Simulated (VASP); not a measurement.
All values below come from revPBE GGA, VASP's PBE PAW potentials (set 64) (plane waves; VASP).

Input for VASP

POSCAR:
```
Ge
1
    0.0000000000     2.9548105578     2.9548105578
    2.9548105578     0.0000000000     2.9548105578
    2.9548105578     2.9548105578     0.0000000000
Ge
2
Direct
  0.0000000000   0.0000000000   0.0000000000
  0.2500000000   0.2500000000   0.2500000000
```

INCAR:
```
SYSTEM = Ge
PREC = Accurate; ENCUT = 520; LREAL = .FALSE.
LASPH = .TRUE.
EDIFF = 1E-7; NELM = 100; ALGO = Normal
LMAXMIX = 4
ISMEAR = 1; SIGMA = 0.1
GGA = RE
ISIF = 2
LWAVE = .FALSE.; LCHARG = .FALSE.
```

**KPOINTS**
```
K-points
0
G
 11 11 11
```

POTCAR, in this order: Ge_d (PBE.64 set). Program: vasp_std.

Question: What will the output report for the number of irreducible k-points (NKPTS), largest plane-wave count, number of space-group operations, FFT grid (NGX, NGY, NGZ)?

Answer: 
```json
{
 "number of irreducible k-points (NKPTS)": "56",
 "largest_plane_wave_count": "1411",
 "number_of_space_group_operations": "48",
 "FFT grid (NGX, NGY, NGZ)": "32 × 32 × 32"
}
```

The compound is Ge in the diamond structure. This cell is one point of a volume scan, at 1.06 of the reference volume.
